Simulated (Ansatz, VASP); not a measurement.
# Co3O4 in two plane-wave programs, part 2 of 2

One calculation is typed for both programs; each brings its own data sets. How far apart do they land? The two relaxations start from unlike cells of this crystal (the structure described is Ansatz's start), so only their ends are compared.

VASP 6.6.1 and Ansatz 0.2.0.

So far: Set-up; Ansatz: relaxation of cell and atoms, LDA, DFT+U; VASP: relaxation of cell and atoms, LDA, DFT+U.

## (3) VASP: relaxation of cell and atoms, LDA, DFT+U (continued)

Level of this step: LDA, DFT+U (Co d 3.32 eV), spin-polarised from an antiferromagnetic start; plane waves and PAW (Co, O) (VASP).

Numbers of over 12 decimals in the logs are rounded to 6 here.

OUTCAR, selected parts (step 3):

```text
ion  position               nearest neighbor table
   1  0.750  0.750  0.750-   7 1.89   9 1.89  11 1.89  13 1.89
   2  0.500  0.500  0.500-  12 1.89  10 1.89   8 1.89  14 1.89
   3  0.125  0.125  0.125-   8 1.88   9 1.88  10 1.88  11 1.88  13 1.88  14 1.88   4 2.80   5 2.80
                             6 2.80   5 2.80   6 2.80   4 2.80
   4  0.625  0.125  0.125-   9 1.88  10 1.88  13 1.88  14 1.88   7 1.88  12 1.88   3 2.80   5 2.80
                             6 2.80   3 2.80   5 2.80   6 2.80
   5  0.125  0.125  0.625-   8 1.88  10 1.88  11 1.88  13 1.88  12 1.88   7 1.88   3 2.80   3 2.80
                             4 2.80   6 2.80   6 2.80   4 2.80
   6  0.125  0.625  0.125-   8 1.88   9 1.88  11 1.88  14 1.88  12 1.88   7 1.88   3 2.80   5 2.80
                             3 2.80   4 2.80   5 2.80   4 2.80
   7  0.888  0.888  0.888-   5 1.88   4 1.88   6 1.88   1 1.89
   8  0.915  0.362  0.362-   5 1.88   6 1.88   3 1.88   2 1.89
   9  0.888  0.888  0.335-   4 1.88   6 1.88   3 1.88   1 1.89
  10  0.362  0.915  0.362-   4 1.88   5 1.88   3 1.88   2 1.89
  11  0.335  0.888  0.888-   5 1.88   6 1.88   3 1.88   1 1.89
  12  0.362  0.362  0.362-   5 1.88   4 1.88   6 1.88   2 1.89
  13  0.888  0.335  0.888-   4 1.88   5 1.88   3 1.88   1 1.89
  14  0.362  0.362  0.915-   4 1.88   6 1.88   3 1.88   2 1.89

  LATTYP: Found a face centered cubic cell.
 ALAT       =     7.9064575484

 Subroutine GETGRP returns: Found 48 space group operations
 (whereof 24 operations were pure point group operations)

The static configuration has the point symmetry T_d .
 The point group associated with its full space group is O_h .

 Found      8 irreducible k-points:

   k-points           NKPTS =      8   k-points in BZ     NKDIM =      8   number of bands    NBANDS=     72

   dimension x,y,z NGX =    48 NGY =   48 NGZ =   48
   dimension x,y,z NGXF=    96 NGYF=   96 NGZF=   96

   ENCUT  =  600.0 eV  44.10 Ry    6.64 a.u.  11.17 11.17 11.17*2*pi/ulx,y,z

   NELECT =     102.0000    total number of electrons

 k-points in reciprocal lattice and weights: Automatic mesh
   0.00000000  0.00000000  0.00000000       0.016
   0.25000000  0.00000000  0.00000000       0.125
   0.50000000  0.00000000  0.00000000       0.062
   0.25000000  0.25000000  0.00000000       0.094
   0.50000000  0.25000000  0.00000000       0.375
  -0.25000000  0.25000000  0.00000000       0.188
   0.50000000  0.50000000  0.00000000       0.047
  -0.25000000  0.50000000  0.25000000       0.094

atom =   1  type =  1  l = 2

 onsite density matrix

spin component  1

  0.9822 -0.0000  0.0000  0.0000 -0.0000
 -0.0000  0.9822  0.0000 -0.0000  0.0000
  0.0000  0.0000  0.9617  0.0000  0.0000
  0.0000 -0.0000  0.0000  0.9822 -0.0000
 -0.0000  0.0000  0.0000 -0.0000  0.9617

spin component  2

  0.1750  0.0000 -0.0000  0.0000  0.0000
  0.0000  0.1750 -0.0000  0.0000 -0.0000
 -0.0000 -0.0000  0.9409 -0.0000 -0.0000
  0.0000  0.0000 -0.0000  0.1750  0.0000
  0.0000 -0.0000 -0.0000  0.0000  0.9409

 occupancies and eigenvectors

  o =  0.1750  v =  0.0000  0.0000  0.0000  0.0000  0.0000  1.0000  0.0000  0.0000  0.0000  0.0000      0.0000  0.0000  0.0000  0.0000  0.0000  0.0000  0.0000  0.0000  0.0000  0.0000
  o =  0.1750  v =  0.0000  0.0000  0.0000  0.0000  0.0000  0.0000 -0.5230  0.0000  0.8523 -0.0000      0.0000  0.0000  0.0000  0.0000  0.0000  0.0000  0.0000  0.0000  0.0000  0.0000
  o =  0.1750  v =  0.0000  0.0000  0.0000  0.0000  0.0000  0.0000 -0.8523  0.0000 -0.5230 -0.0000      0.0000  0.0000  0.0000  0.0000  0.0000  0.0000  0.0000  0.0000  0.0000  0.0000
  o =  0.9409  v =  0.0000  0.0000  0.0000  0.0000  0.0000  0.0000 -0.0000 -0.9783  0.0000 -0.2074      0.0000  0.0000  0.0000  0.0000  0.0000  0.0000  0.0000  0.0000  0.0000  0.0000
  o =  0.9409  v =  0.0000  0.0000  0.0000  0.0000  0.0000  0.0000  0.0000  0.2074 -0.0000 -0.9783      0.0000  0.0000  0.0000  0.0000  0.0000  0.0000  0.0000  0.0000  0.0000  0.0000
  o =  0.9617  v =  0.0000  0.0000  0.0121  0.0000 -0.9999  0.0000  0.0000  0.0000  0.0000  0.0000      0.0000  0.0000  0.0000  0.0000  0.0000  0.0000  0.0000  0.0000  0.0000  0.0000
  o =  0.9617  v =  0.0000 -0.0000 -0.9999  0.0000 -0.0121  0.0000  0.0000  0.0000  0.0000  0.0000      0.0000  0.0000  0.0000  0.0000  0.0000  0.0000  0.0000  0.0000  0.0000  0.0000
  o =  0.9822  v =  0.0000  0.9961 -0.0000  0.0882  0.0000  0.0000  0.0000  0.0000  0.0000  0.0000      0.0000  0.0000  0.0000  0.0000  0.0000  0.0000  0.0000  0.0000  0.0000  0.0000
  o =  0.9822  v =  0.0000 -0.0882  0.0000  0.9961  0.0000  0.0000  0.0000  0.0000  0.0000  0.0000      0.0000  0.0000  0.0000  0.0000  0.0000  0.0000  0.0000  0.0000  0.0000  0.0000
  o =  0.9822  v =  1.0000  0.0000  0.0000  0.0000  0.0000  0.0000  0.0000  0.0000  0.0000  0.0000      0.0000  0.0000  0.0000  0.0000  0.0000  0.0000  0.0000  0.0000  0.0000  0.0000

atom =   2  type =  1  l = 2

 onsite density matrix

spin component  1

  0.1750  0.0000 -0.0000  0.0000  0.0000
[...]
o =  0.9692  v =  0.0000  0.0000  0.0000  0.0000  0.0000  0.8165 -0.4082 -0.0062  0.4082 -0.0000      0.0000  0.0000  0.0000  0.0000  0.0000  0.0000  0.0000  0.0000  0.0000  0.0000

 average (electrostatic) potential at core
       1 -81.1635       2 -81.1635       3 -81.0215       4 -81.0215       5 -81.0215
       6 -81.0215       7 -69.7548       8 -69.7548       9 -69.7548      10 -69.7548
      11 -69.7548      12 -69.7548      13 -69.7548      14 -69.7548

 E-fermi :   7.1030

 spin component 1
 k-point     1 :       0.0000    0.0000    0.0000
  band No.  band energies     occupation
    ...
     47       5.7615      1.00000
     48       5.7615      1.00000
     49       5.7615      1.00000
     50       5.8942      1.00000
     51       5.8943      1.00000
     52       8.8346      0.00000
     53       8.8347      0.00000
     54       8.8347      0.00000
     55       9.5781      0.00000
     56       9.5781      0.00000
    ...

 k-point     2 :       0.2500    0.0000    0.0000
  band No.  band energies     occupation
    ...
     47       5.7495      1.00000
     48       5.7959      1.00000
     49       5.9944      1.00000
     50       6.2018      1.00000
     51       6.2019      1.00000
     52       8.7420      0.00000
     53       8.7421      0.00000
     54       8.8184      0.00000
     55       9.3799      0.00000
     56       9.3800      0.00000
    ...

 k-point     3 :       0.5000    0.0000    0.0000
  band No.  band energies     occupation
    ...
     47       5.8913      1.00000
     48       5.9604      1.00000
     49       6.0992      1.00000
     50       6.4255      1.00000
     51       6.4256      1.00000
     52       8.6240      0.00000
     53       8.6241      0.00000
     54       9.0088      0.00000
     55       9.1945      0.00000
     56       9.2017      0.00000
    ...

 k-point     4 :       0.2500    0.2500    0.0000
  band No.  band energies     occupation
    ...
     47       5.9757      1.00000
     48       6.0317      1.00000
     49       6.0917      1.00000
     50       6.0917      1.00000
     51       6.1730      1.00000
     52       8.6453      0.00000
     53       8.6453      0.00000
     54       8.7313      0.00000
     55       8.9699      0.00000
     56       9.3160      0.00000
    ...

 k-point     5 :       0.5000    0.2500    0.0000
  band No.  band energies     occupation
    ...
     47       6.0964      1.00000
     48       6.1077      1.00000
     49       6.2239      1.00000
     50       6.3427      1.00000
     51       6.4321      1.00000
     52       8.3720      0.00000
     53       8.5530      0.00000
     54       8.5584      0.00000
     55       8.8279      0.00000
     56       9.1079      0.00000
    ...

 k-point     6 :      -0.2500    0.2500    0.0000
  band No.  band energies     occupation
    ...
     47       5.9520      1.00000
     48       6.0748      1.00000
     49       6.1136      1.00000
     50       6.3283      1.00000
     51       6.3704      1.00000
     52       8.4914      0.00000
     53       8.6473      0.00000
     54       8.8657      0.00000
     55       9.1034      0.00000
     56       9.1616      0.00000
    ...

  Total       -0.0116255     -0.0116255     -0.0116255      0.0000000     -0.0000000      0.0000000
  in kB       -0.1506496     -0.1506496     -0.1506496      0.0000000     -0.0000000      0.0000000
  external PRESSURE =      -0.1506496 kB  Pullay stress =       0.0000000 kB

  energy-cutoff  :      600.00
  volume of cell :      123.64
      direct lattice vectors                 reciprocal lattice vectors
     0.000000000  3.954043022  3.954043022    -0.126452848  0.126452848  0.126452848
     3.954043022 -0.000000000  3.954043022     0.126452848 -0.126452848  0.126452848
     3.954043022  3.954043022  0.000000000     0.126452848  0.126452848 -0.126452848

 POSITION                                       TOTAL-FORCE (eV/Angst)
 -----------------------------------------------------------------------------------
      5.93106      5.93106      5.93106         0.000000      0.000000      0.000000
      3.95404      3.95404      3.95404         0.000000      0.000000      0.000000
      0.98851      0.98851      0.98851         0.000000      0.000000      0.000000
      0.98851      2.96553      2.96553         0.000000      0.000000      0.000000
      2.96553      2.96553      0.98851         0.000000      0.000000      0.000000
      2.96553      0.98851      2.96553         0.000000      0.000000      0.000000
      7.02502      7.02502      7.02502         0.001326      0.001326      0.001326
      2.86008      5.04800      5.04800        -0.001326      0.001326      0.001326
      4.83710      4.83710      7.02502        -0.001326     -0.001326      0.001326
      5.04800      2.86008      5.04800         0.001326     -0.001326      0.001326
      7.02502      4.83710      4.83710         0.001326     -0.001326     -0.001326
      2.86008      2.86008      2.86008        -0.001326     -0.001326     -0.001326
      4.83710      7.02502      4.83710        -0.001326      0.001326     -0.001326
      5.04800      5.04800      2.86008         0.001326      0.001326     -0.001326
 -----------------------------------------------------------------------------------
    total drift:                                0.000000      0.000000      0.000000

  FREE ENERGIE OF THE ION-ELECTRON SYSTEM (eV)
  ---------------------------------------------------
  free  energy   TOTEN  =       -98.4524616365 eV

  energy  without entropy=      -98.4524616365  energy(sigma->0) =      -98.45246164

 reached required accuracy - stopping structural energy minimisation

 total charge
# of ion       s       p       d       tot
------------------------------------------
    1        0.394   0.519   7.246   8.159
    2        0.394   0.519   7.246   8.159
    3        0.455   0.728   7.446   8.629
    4        0.455   0.728   7.446   8.629
    5        0.455   0.728   7.446   8.629
    6        0.455   0.728   7.446   8.629
    7        1.542   3.478   0.000   5.020
    8        1.542   3.478   0.000   5.020
    9        1.542   3.478   0.000   5.020
   10        1.542   3.478   0.000   5.020
   11        1.542   3.478   0.000   5.020
   12        1.542   3.478   0.000   5.020
   13        1.542   3.478   0.000   5.020
   14        1.542   3.478   0.000   5.020
--------------------------------------------------
tot         14.944  31.777  44.275  90.997

 magnetization (x)
# of ion       s       p       d       tot
------------------------------------------
    1        0.010   0.064   2.462   2.536
    2       -0.010  -0.064  -2.462  -2.536
    3        0.000   0.000   0.000   0.000
    4        0.000   0.000   0.000   0.000
    5        0.000   0.000   0.000   0.000
    6        0.000   0.000   0.000   0.000
    7        0.004   0.034   0.000   0.038
    8       -0.004  -0.034   0.000  -0.038
    9        0.004   0.034   0.000   0.038
   10       -0.004  -0.034   0.000  -0.038
   11        0.004   0.034   0.000   0.038
   12       -0.004  -0.034   0.000  -0.038
   13        0.004   0.034   0.000   0.038
   14       -0.004  -0.034   0.000  -0.038
--------------------------------------------------
tot          0.000   0.000   0.000   0.000

[... 3 further parts left out ...]
```

The magnetic state follows from one typed start and may not be the lowest. The run keeps the 48 symmetry operations of its start, so it cannot find a distortion of lower symmetry.

## (4) Differences

Known differences besides the potentials themselves: VASP starts from the moments at which Ansatz ended; U acts on the PAW sphere in VASP and on atomic orbitals in Ansatz, so only states and trends compare; the data sets hold 150 valence electrons in Ansatz (on its PAW soft_1 files) and 102 in VASP; the cutoff is 420 eV in Ansatz and 600 eV in VASP; VASP's log shows a relativistic correction to its local exchange, Ansatz's none; site moments are counted in spheres of each program's own size. Total energies have different zeros and are not compared.

The two programs side by side:

| quantity | Ansatz | VASP | difference |
| --- | --- | --- | --- |
| volume (Å³) | 125.56 | 123.64 | +1.55 % |
| edge a after relaxation, in the typed setting (Å) | 5.621 | 5.592 | +0.51 % |
| moment on Co1 (μB) | 2.29 | 2.54 | -0.24 |
| moment on Co2 (μB) | -2.29 | -2.54 | +0.24 |

## (5) Results

| Quantity | Value |
| --- | --- |
| difference in volume (relaxation of cell and atoms, LDA, DFT+U) | 1.6 % |

**Reading.** The difference in volume is 1.6 % (relaxation of cell and atoms, LDA, DFT+U). The data sets hold unlike numbers of valence electrons (150 in Ansatz and 102 in VASP), so part of the differences comes from the potentials. What causes the difference of the relaxation of cell and atoms, LDA, DFT+U pair stays open here. 3 further runs of this series are not shown here. How closely two codes agree says nothing of how well the functional describes the real material.

[Lines on the potential files, build, host, timing and source positions are cut from VASP's logs without a mark.]

[Logs are printed without paths, hosts, clocks, repeated set-up lines and the standing remarks that a program may print on its own settings, such as how far it seeks lower states.]

[Hosts, paths, dates, database ids (printed as entryN), source tags and the programs' standing remarks are cut or masked in the printed files.]
